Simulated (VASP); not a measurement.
Energy against volume of Pt$_{3}$Ti (L1_2). These are PBE GGA with D3 dispersion (zero damping), VASP's PBE PAW potentials (set 64) (plane waves; VASP 6.6.1) values and carry that method's errors. Run with 520 eV cut-off, 8×8×8 Γ-centred mesh, first-order Methfessel-Paxton smearing of 0.10 eV, potentials Ti_sv Pt.

```tsv
V (Å³/atom)	E (eV/atom)
14.331	-8.13076
14.775	-8.14234
15.218	-8.13231
15.661	-8.10429
```

Task: Fit these four points and predict the energy of the run at 13.888 Å³/atom.

Result: A cubic in V^(−2/3), the third-order Birch-Murnaghan form, passes through the four points with V0 = 14.78 Å³/atom and B0 = 259 GPa, and gives -8.0933 eV/atom there. The run gave -8.0932 eV/atom, +0.2 meV/atom from the fit; all five points give B0 = 260 GPa.

The compound is Pt3Ti in the L1_2 structure. It was relaxed first.
